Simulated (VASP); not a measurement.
# OSiF3H in VASP: settings compared, part 2 of 2

VASP 6.6.1. The steps go on from the part before.

## Step 6: Single point, revPBE+D3(BJ)

Input file INCAR:

```
SYSTEM = SiHOF3
ALGO = Normal
EDIFF = 1E-7
ENCUT = 900
GGA = RE
ISIF = 2
ISMEAR = 0
IVDW = 12
LASPH = .True.
LCHARG = .False.
LREAL = .False.
LWAVE = .False.
NELM = 100
PREC = Accurate
SIGMA = 0.01
```

Input file KPOINTS:

```
k-points
0
Gamma
  1 1 1
  0 0 0
```

Input file POSCAR:

```
SiHOF3
1.0
   12.0000000000      0.0000000000      0.0000000000
    0.0000000000     12.0000000000      0.0000000000
    0.0000000000      0.0000000000     12.0000000000
O Si F H
1 1 3 1
Cartesian
    5.4894500400      7.1162000400      7.1723499600
    5.9271500400      6.4911000000      5.7612500400
    5.0701500000      7.0488000000      4.5670500000
    5.7848499600      4.9257999600      5.7292500000
    7.4277500400      6.8655999600      5.5225500000
    4.5982500000      6.9954000000      7.5009500400
```

Potentials or basis: VASP PAW PBE potentials, release 64 (O_h, Si, F_h, H_h).

Command:

```
$ cat potpaw_PBE.64/O_h/POTCAR potpaw_PBE.64/Si/POTCAR potpaw_PBE.64/F_h/POTCAR potpaw_PBE.64/H_h/POTCAR > POTCAR
$ mpirun -np 1 vasp_gam > vasp.out
```

OUTCAR:

```text
SYSTEM = SiHOF3
   EDIFF = 1E-7
   ENCUT = 900
   GGA = RE
   ISIF = 2
   ISMEAR = 0
   IVDW = 12
   LASPH = .True.
   LREAL = .False.
   NELM = 100
   PREC = Accurate
 IVDW          = 12

 ion  position               nearest neighbor table
   1  0.457  0.593  0.598-   6 0.96   2 1.60
   2  0.494  0.541  0.480-   5 1.56   4 1.57   3 1.57   1 1.60
   3  0.423  0.587  0.381-   2 1.57
   4  0.482  0.410  0.477-   2 1.57
   5  0.619  0.572  0.460-   2 1.56
   6  0.383  0.583  0.625-   1 0.96

  LATTYP: Found a simple cubic cell.
 ALAT       =    12.0000000000

  Lattice vectors:

 A1 = (  12.0000000000,   0.0000000000,   0.0000000000)
 A2 = (   0.0000000000,  12.0000000000,   0.0000000000)
 A3 = (   0.0000000000,   0.0000000000,  12.0000000000)

Analysis of symmetry for initial positions (statically):
=====================================================================
 Subroutine PRICEL returns:
 Original cell was already a primitive cell.

 Routine SETGRP: Setting up the symmetry group for a
 simple cubic supercell.

 Subroutine GETGRP returns: Found  1 space group operations
 (whereof  1 operations were pure point group operations)
 out of a pool of 48 trial point group operations.

The static configuration has the point symmetry C_1 .

Analysis of symmetry for dynamics (positions and initial velocities):
=====================================================================
 Subroutine PRICEL returns:
 Original cell was already a primitive cell.

 Routine SETGRP: Setting up the symmetry group for a
 simple cubic supercell.

 Subroutine GETGRP returns: Found  1 space group operations
 (whereof  1 operations were pure point group operations)
 out of a pool of 48 trial point group operations.

The dynamic configuration has the point symmetry C_1 .

 Subroutine INISYM returns: Found  1 space group operations
 (whereof  1 operations are pure point group operations),
 and found     1 'primitive' translations

----------------------------------------------------------------------------------------

                                     Primitive cell

  volume of cell :    1728.0000

  direct lattice vectors                    reciprocal lattice vectors
    12.000000000  0.000000000  0.000000000     0.083333333  0.000000000  0.000000000
     0.000000000 12.000000000  0.000000000     0.000000000  0.083333333  0.000000000
     0.000000000  0.000000000 12.000000000     0.000000000  0.000000000  0.083333333

  length of vectors
    12.000000000 12.000000000 12.000000000     0.083333333  0.083333333  0.083333333

  position of ions in fractional coordinates (direct lattice)
     0.457454170  0.593016670  0.597695830
     0.493929170  0.540925000  0.480104170
     0.422512500  0.587400000  0.380587500
     0.482070830  0.410483330  0.477437500
     0.618979170  0.572133330  0.460212500
     0.383187500  0.582950000  0.625079170

  ion indices of the primitive-cell ions
   primitive index   ion index
                 1           1
                 2           2
                 3           3
                 4           4
                 5           5
                 6           6

----------------------------------------------------------------------------------------

 KPOINTS: k-points

Automatic generation of k-mesh.
 Grid dimensions read from file:
 generate k-points for:    1    1    1

 Generating k-lattice:

  Cartesian coordinates                     Fractional coordinates (reciprocal lattice)
     0.083333333  0.000000000  0.000000000     1.000000000  0.000000000  0.000000000
     0.000000000  0.083333333  0.000000000     0.000000000  1.000000000  0.000000000
     0.000000000  0.000000000  0.083333333     0.000000000  0.000000000  1.000000000

  Length of vectors
     0.083333333  0.083333333  0.083333333

  Shift w.r.t. Gamma in fractional coordinates (k-lattice)
     0.000000000  0.000000000  0.000000000

 Subroutine IBZKPT returns following result:
 ===========================================

 Found      1 irreducible k-points:

 Following reciprocal coordinates:
            Coordinates               Weight
  0.000000  0.000000  0.000000      1.000000
   k-points           NKPTS =      1   k-points in BZ     NKDIM =      1   number of bands    NBANDS=     20
   number of dos      NEDOS =    301   number of ions     NIONS =      6
   total plane-waves  NPLWV = ******
   dimension x,y,z NGX =   120 NGY =  120 NGZ =  120
   dimension x,y,z NGXF=   240 NGYF=  240 NGZF=  240
   ions per type =               1   1   3   1
   NGX,Y,Z   is equivalent  to a cutoff of  16.62, 16.62, 16.62 a.u.
   NGXF,Y,Z  is equivalent  to a cutoff of  33.25, 33.25, 33.25 a.u.
 SYSTEM =  SiHOF3
   PREC   = accura    normal or accurate (medium, high low for compatibility)
   ISTART =      0    job   : 0-new  1-cont  2-samecut
   ICHARG =      2    charge: 1-file 2-atom 10-const
   ISPIN  =      1    spin polarized calculation?
   LNONCOLLINEAR =      F non collinear calculations
   LSORBIT =      F    spin-orbit coupling
   LASPH  =      T    aspherical Exc in radial PAW
   ENCUT  =  900.0 eV  66.15 Ry    8.13 a.u.  29.35 29.35 29.35*2*pi/ulx,y,z
   NELM   =    100;   NELMIN=  2; NELMDL= -5     # of ELM steps
   EDIFF  = 0.1E-06   stopping-criterion for ELM
   LREAL  =      F    real-space projection
   EDIFFG = 0.1E-05   stopping-criterion for IOM
   NSW    =      0    number of steps for IOM
   IBRION =     -1    ionic relax: 0-MD 1-quasi-New 2-CG
   NFREE  =      0    steps in history (QN), initial steepest desc. (CG)
   ISIF   =      2    stress and relaxation
   ISYM   =      2    0-nonsym 1-usesym 2-fastsym
   POTIM  = 0.5000    time-step for ionic-motion
   TEBEG  =    0.0;   TEEND  =   0.0 temperature during run
   PSTRESS=    0.0 pullay stress
   NELECT =      32.0000    total number of electrons
   NUPDOWN=      -1.0000    fix difference up-down
   EMIN   =  10.00;   EMAX   =-10.00  energy-range for DOS
   EFERMI =   0.00;   METHOD = LEGACY
   ISMEAR =     0;   SIGMA  =   0.01  broadening in eV -4-tet -1-fermi 0-gaus
   EFERMI_NEDOS =   21; number of points for ismear=-14 and -15
   IALGO  =     38    algorithm
   IMIX   =      4    mixing-type and parameters
     AMIX     =   0.40;   BMIX     =  1.00
     AMIX_MAG =   1.60;   BMIX_MAG =  1.00
  volume/ion in A,a.u.               =     288.00      1943.52
  Fermi-wavevector in a.u.,A,eV,Ry     =   0.433122  0.818482  2.552380  0.187595
  Thomas-Fermi vector in A             =   1.403327
   LORBIT       =      0    0 simple, 1 ext, 2 COOP (PROOUT), +10 PAW based schemes
   GGA     = RE    functional components
   LHFCALC =     F    Hartree Fock is set to
   AEXX    =    0.0000 exact exchange contribution
   IVDW    =    12    specifies the selected vdW correction
   LEPSILON=     F    determine dielectric tensor
   LRPA    =     F    only Hartree local field effects (RPA)
 non-spin polarized calculation
 Gauss-broadening in eV      SIGMA  =   0.01
  energy-cutoff  :      900.00
  volume of cell :     1728.00
 maximum number of plane-waves:     53024
 NGX is ok and might be reduce to   120
   NGX = 59   NGY = 59   NGZ = 59

 number of electron      31.9999989 magnetization

 Free energy of the ion-electron system (eV)
  ---------------------------------------------------
  ext. energy  EPLUGINS =         0.00000000
  ---------------------------------------------------
  free energy    TOTEN  =       -33.55112942 eV

  energy without entropy =      -33.55112942  energy(sigma->0) =      -33.55112942

 E-fermi :  -8.4238     XC(G=0):  -0.7232

 val. band max:       -8.5058946041   @ k =   0.0000   0.0000   0.0000
 cond. band min:      -1.0742010910   @ k =   0.0000   0.0000   0.0000
 fundamental gap:      7.4316935131
 Fermi energy:        -8.4238217099

 k-point     1 :       0.0000    0.0000    0.0000
  band No.  band energies     occupation
      1     -30.7451      2.00000
      2     -30.0274      2.00000
      3     -29.9704      2.00000
      4     -25.9630      2.00000
      5     -14.8403      2.00000
      6     -13.2523      2.00000
[... 12 lines left out ...]
     19       0.5578      0.00000
     20       0.6970      0.00000

------------------------ aborting loop because EDIFF is reached ----------------------------------------

 Edisp (eV)   -0.21940

 E8    (eV) :    -0.1361

  FORCE on cell =-STRESS in cart. coord.  units (eV):
  Direction    XX          YY          ZZ          XY          YZ          ZX
  --------------------------------------------------------------------------------------
  -------------------------------------------------------------------------------------
  Total       1.70037     1.42965     1.39106     0.09766    -0.00504    -0.01535
  in kB       1.57656     1.32555     1.28977     0.09055    -0.00467    -0.01423
  external pressure =        1.40 kB  Pullay stress =        0.00 kB

 VOLUME and BASIS-vectors are now :
 -----------------------------------------------------------------------------
  energy-cutoff  :      900.00
  volume of cell :     1728.00
      direct lattice vectors                 reciprocal lattice vectors
    12.000000000  0.000000000  0.000000000     0.083333333  0.000000000  0.000000000
     0.000000000 12.000000000  0.000000000     0.000000000  0.083333333  0.000000000
     0.000000000  0.000000000 12.000000000     0.000000000  0.000000000  0.083333333

 POSITION                                       TOTAL-FORCE (eV/Angst)
 -----------------------------------------------------------------------------------
      5.48945      7.11620      7.17235         0.236971      0.353540      0.502409
      5.92715      6.49110      5.76125        -0.145216      0.025987      0.129511
      5.07015      7.04880      4.56705        -0.465291      0.324243     -0.665094
      5.78485      4.92580      5.72925        -0.061050     -0.871225     -0.009006
      7.42775      6.86560      5.52255         0.839604      0.220519     -0.108679
      4.59825      6.99540      7.50095        -0.405017     -0.053063      0.150860
 -----------------------------------------------------------------------------------
    total drift:                                0.002628     -0.002760     -0.000502

  FREE ENERGIE OF THE ION-ELECTRON SYSTEM (eV)
  ---------------------------------------------------
  free  energy   TOTEN  =       -33.7705294927 eV

  energy  without entropy=      -33.7705294927  energy(sigma->0) =      -33.77052949
```

OSZICAR:

```text
N       E                     dE             d eps       ncg     rms          rms(c)
DAV:   1     0.404054956730E+03    0.40405E+03   -0.12345E+04    56   0.153E+03
DAV:   2     0.205260690355E+03   -0.19879E+03   -0.19377E+03    60   0.215E+02
DAV:   3     0.265841352169E+02   -0.17868E+03   -0.17203E+03    72   0.137E+02
[... 19 lines left out ...]
DAV:  23    -0.335511269768E+02   -0.38278E-05   -0.72762E-08    28   0.241E-03    0.236E-04
DAV:  24    -0.335511282955E+02   -0.13187E-05   -0.10367E-09    32   0.166E-03    0.196E-04
DAV:  25    -0.335511290090E+02   -0.71345E-06    0.17498E-08    28   0.157E-03    0.104E-04
DAV:  26    -0.335511293284E+02   -0.31947E-06    0.36416E-08    32   0.103E-03    0.121E-04
DAV:  27    -0.335511294182E+02   -0.89810E-07    0.46518E-08    24   0.665E-04
   1 F= -.33770529E+02 E0= -.33770529E+02  d E =-.314429E-31
```

stdout:

```text
POSCAR found type information on POSCAR O SiF H
 POSCAR found :  4 types and       6 ions
 scaLAPACK will be used
 -----------------------------------------------------------------------------
|                                                                             |
|                                                                             |
|     You enforced a specific xc type in the INCAR file but a different       |
|     I HOPE YOU KNOW WHAT YOU ARE DOING!                                     |
|                                                                             |
 -----------------------------------------------------------------------------

 LDA part: xc-table for (Slater+PW92), standard interpolation
 POSCAR, INCAR and KPOINTS ok, starting setup
 FFT: planning ... GRIDC
 FFT: planning ... GRID_SOFT
 FFT: planning ... GRID
 WAVECAR not read
 entering main loop
```

It took 4.1 min on 1 thread of Intel Xeon 6975P-C (Granite Rapids), shared host; peak memory 2.5 GiB.

Results:

```yaml
Free_energy: -33.7705 eV
Largest_force: 0.875 eV/Å
Gap_between_the_frontier_levels: 7.43 eV
Dispersion_energy_per_atom: -0.037 eV
```

Forces on the atoms (eV/Å):
```
O    0.237  0.354  0.502
Si  -0.145  0.026  0.130
F   -0.465  0.324 -0.665
F   -0.061 -0.871 -0.009
F    0.840  0.221 -0.109
H   -0.405 -0.053  0.151
```

Levels at points of the mesh, in eV from the valence-band top:
```
           k point  band 13  band 14  band 15  band 16  band 17  band 18  band 19  band 20
(0.00, 0.00, 0.00)    -1.84    -1.31    -0.74     0.00     7.43     8.69     9.06     9.20
```

Caveat: the cutoff is under 1.25 times the usual one of these potentials, so pressure, stress and relaxed cells hold a basis-set (Pulay) error; the PAW data sets were made with another functional, which shifts forces and pressure a little.

## Step 7: Overview

| task | level | potentials or basis | cell | cutoff (eV) | gap on the mesh (eV) | largest force (eV/Å) |
| --- | --- | --- | --- | --- | --- | --- |
| single point | PBE | VASP PAW PBE potentials, release 64 (O, Si, F, H) | atoms moved at random, drawn with an rms of 0.05 Å | 520 | 7.12 | 5.18 |
| relaxation of the atoms | PBE | VASP PAW PBE potentials, release 64 (O, Si, F, H) | atoms relaxed from: atoms moved at random, drawn with an rms of 0.02 Å | 520 | 7.39 | 0.01 |
| atomic charges | PBE+TS | VASP PAW PBE potentials, release 64 (O, Si, F, H) | as given | 520 | 7.49 | 0.85 |
| electron localisation function | PBE | VASP PAW PBE potentials, release 64 (O, Si, F, H) | as given | 520 | 7.49 | 0.84 |
| single point | revPBE+D3(BJ) | VASP PAW PBE potentials, release 64 (O_h, Si, F_h, H_h) | as given | 900 | 7.43 | 0.87 |

Alike in all rows: no spin polarisation; k mesh 1 × 1 × 1; smearing gaussian 0.01 eV.

Caveats: the cutoff is under 1.25 times the usual one of these potentials, so pressure, stress and relaxed cells hold a basis-set (Pulay) error (some runs); the PAW data sets were made with another functional, which shifts forces and pressure a little (some runs).

Total energies depend on the potentials used, so only differences within one code and one set of settings carry meaning.
